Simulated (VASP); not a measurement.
An input for Ansatz (written as the equivalent of a VASP run, and not itself run):

Ansatz 0.2 input:
```yaml
crystal:
  lattice:
    - [2.2415391, -3.8541758, 0.0000000]
    - [2.2415391, 3.8541758, 0.0000000]
    - [0.0000000, 0.0000000, 4.5939075]
  atoms:
    - { symbol: Ga, position: [0.1557018, 0.8442982, 0.9181997] }
    - { symbol: Ga, position: [0.3442982, 0.6557018, 0.4181997] }
    - { symbol: Ga, position: [0.6557018, 0.3442982, 0.5818003] }
    - { symbol: Ga, position: [0.8442982, 0.1557018, 0.0818003] }
kpoints:
  mp_grid: { grid: [8, 8, 6] }
hamiltonian:
  xc: pbe
  pseudopotentials: { kind: paw }
scf:
  occupations: { method: methfessel_paxton, width: 0.1 }
  max_iter: 100
output: { forces: true, stress: true, eigenvalues: true }
```

**Question.** Translate this input to VASP (INCAR, KPOINTS, POSCAR, choice of POTCAR).

**Answer.** This is not unique; one that fits is 
### POSCAR
```
Ga
1.0
  2.2415391348  -3.8541757714   0.0000000000
  2.2415391348   3.8541757714   0.0000000000
  0.0000000000   0.0000000000   4.5939074513
Ga
4
Cart
  2.2415391348   2.6539711888   4.2181246563
  2.2415391348   1.2002045826   1.9211709307
  2.2415391348  -1.2002045826   2.6727365206
  2.2415391348  -2.6539711888   0.3757827950
```

**KPOINTS**
```
Automatic mesh
0
G
  8 8 6
```

### INCAR
```
SYSTEM = Ga
PREC = Accurate
ENCUT = 480
EDIFF = 1E-7
NELM = 100
ALGO = Normal
LREAL = .FALSE.
LASPH = .TRUE.
ISMEAR = 1
SIGMA = 0.1
GGA = PE
LMAXMIX = 4
LWAVE = .FALSE.
LCHARG = .FALSE.
ISIF = 2
```

POTCAR, in this order: Ga_d (PBE.64 set). Program: vasp_std.

Limits of the translation: each code has its own PAW files, so the cut-off isn't converted (ENCUT is set for VASP's; basis.ecutwfc is left out, and Ansatz then takes the one that its files recommend); Ansatz stops its SCF on the density residual and VASP on the energy change (EDIFF).

The compound is Ga in the alpha structure. This cell was strained or had an atom moved on purpose.
